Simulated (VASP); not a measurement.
Consider the following.

```
CELL_PARAMETERS angstrom
     -1.60209     1.60209     1.60209
      1.60209    -1.60209     1.60209
      1.60209     1.60209    -1.60209
ATOMIC_POSITIONS crystal
  W  0.00000 0.00000 0.00000
```

These are rev-vdW-DF2, VASP's PBE PAW potentials (set 64) (plane waves; VASP 6.6.1) values and carry that method's errors. Run with 520 eV cut-off, 16×16×16 Γ-centred mesh, first-order Methfessel-Paxton smearing of 0.10 eV, potentials W_sv.

**Question.** Give the stress tensor in GPa (positive for a compressed cell).

**Answer.** 
```
-9.33   0.00   0.00
 0.00  -9.33   0.00
 0.00   0.00  -9.33
```
The pressure is its mean diagonal, -9.33 GPa.

The compound is W in the bcc structure. This cell is one point of a volume scan, at 1.03 of the reference volume.
